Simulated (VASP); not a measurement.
Crystal: In2Ni3S2.

```
CELL_PARAMETERS angstrom
2.65925 1.53532 4.46781
-2.65925 1.53532 4.46781
0.00000 -3.07064 4.46781
ATOMIC_POSITIONS crystal
In 0.50000 0.50000 0.50000
In 0.00000 0.00000 0.00000
Ni 0.50000 0.00000 0.00000
Ni 0.00000 0.50000 0.00000
Ni 0.00000 0.00000 0.50000
S 0.72147 0.72147 0.72147
S 0.27853 0.27853 0.27853
```

The cell is a database's computed one.

Base run:

- Program: VASP 6.6.1
- Functional: r2SCAN
- Potentials or basis: VASP PAW PBE potentials, release 64 (In_d, Ni, S)
- Cutoff: 520 eV
- k mesh: 8 × 8 × 8
- Occupations: methfessel-paxton, width 0.1 eV
- Spin: no spin polarisation

Its results: pressure 2.6 GPa; largest force 0.051 eV/Å.

Task: The run is repeated on the same cell with these changes: functional from r2SCAN to PBEsol; spin from no spin polarisation to spin-orbit coupling, no magnetisation. What comes out?

Result: Pressure 0.0 GPa; largest force 0.005 eV/Å.

Several settings changed at once, so the effect can't be laid on one alone.

Caveats: the PAW data sets were made with another functional, which shifts forces and pressure a little.
